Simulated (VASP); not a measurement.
Input:

```
In
1.0
   -1.61612     1.61612     2.48854
    1.61612    -1.61612     2.48854
    1.61612     1.61612    -2.48854
In
1
Direct
  0.00000   0.00000   0.00000
```

Method: PBE GGA with D4 dispersion, VASP's PBE PAW potentials (set 64) (plane waves; VASP). Run with 520 eV cut-off, 18×18×18 Γ-centred mesh, tetrahedra with Blöchl corrections, potentials In_d.

Unless said otherwise, spin-orbit coupling is left out, though it shifts the bands of the heavy elements here.

Question: What does the run give for the energy per atom (σ→0), band gap (on the k-mesh) with the smallest direct gap where there is one?

Answer: 
```json
{
  "band gap (on the k-mesh)": "none (metal, semimetal or under 0.01 eV)",
  "energy per atom (σ→0)": "-2.909 eV/atom"
}
```

The compound is In in the bct structure. It was relaxed first.
